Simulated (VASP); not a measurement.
Here is the system:

```yaml
crystal:
  lattice:
    - [6.04446, 0.00000, 0.00000]
    - [0.00000, 6.04446, 0.00000]
    - [0.00000, 0.00000, 3.81090]
  atoms:
    - { symbol: Ge, position: [0.00000, 0.00000, 0.00000] }
    - { symbol: Ge, position: [0.50000, 0.50000, 0.50000] }
    - { symbol: Se, position: [0.30167, 0.30167, 0.00000] }
    - { symbol: Se, position: [0.80167, 0.19833, 0.50000] }
    - { symbol: Se, position: [0.19833, 0.80167, 0.50000] }
    - { symbol: Se, position: [0.69833, 0.69833, 0.00000] }
```

The numbers are results of PBEsol GGA, VASP's PBE PAW potentials (set 64) (plane waves; VASP), not measurements. Run with 400 eV cut-off, Gaussian smearing of 0.050 eV, potentials Ge_d Se.

**Question.** Give the energies of bands 17 to 30 at the high-symmetry points, in eV from the Fermi level.

**Answer.** 
```
band      Γ      X      M      Z      R      A
----  -----  -----  -----  -----  -----  -----
17    -4.60  -3.42  -4.18  -4.68  -5.57  -5.24
18    -4.60  -3.42  -4.18  -4.68  -5.57  -5.24
19    -3.79  -3.11  -2.97  -4.12  -4.55  -3.34
20    -3.66  -3.11  -2.97  -4.12  -4.55  -3.34
21    -1.90  -2.32  -1.81  -3.19  -2.47  -3.06
22    -1.61  -2.32  -1.81  -3.19  -2.47  -3.06
23    -1.02  -0.78  -1.14  -1.74  -0.81  -0.91
24    -1.02  -0.78  -1.14  -1.74  -0.81  -0.91
25    -0.03  -0.36  -1.14  -1.48  -0.62  -0.63
26    -0.03  -0.36  -1.14  -1.48  -0.62  -0.63
27     0.72   0.33   0.15   0.39   1.33  -0.09
28     0.74   0.33   0.15   0.39   1.33  -0.09
29     2.26   3.03   3.40   5.43   2.06   4.20
30     2.26   3.03   3.40   5.44   2.06   4.20
```

It has no gap at this level: it comes out as a metal or semimetal.

The structure was generated: GeSe2 was put into the rutile type (P4_2/mnm), which need not be its known phase. It was relaxed first, which changed the volume by +9 %.
